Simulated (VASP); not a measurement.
```xyz
1
Lattice="0.0000 1.7020 1.7020 1.7020 0.0000 1.7020 1.7020 1.7020 0.0000" Properties=species:S:1:pos:R:3 pbc="T T T"
Ni     0.0000     0.0000     0.0000
```
Starting moments (μB, in the order of the record's atoms Ni): 0.6.

These are PBE GGA with D3 dispersion (zero damping), VASP's PBE PAW potentials (set 64) (plane waves; VASP) values and carry that method's errors. Run with 520 eV cut-off, 18×18×18 Γ-centred mesh, first-order Methfessel-Paxton smearing of 0.10 eV, potentials Ni.

Problem. The job: Ni (fcc), 1 atom, PBE-D3 (zero damping), static run, 520 eV, 18×18×18 Γ-centred mesh. Roughly how much core time does it take on a busy server core?

Solution. About 20 core-seconds (one run on a shared machine, a rough figure). It had 195 irreducible k-points, 9 bands, up to 283 plane waves and 14 electronic steps.

The compound is Ni in the fcc structure. This cell is one point of a volume scan, at 0.94 of the reference volume.
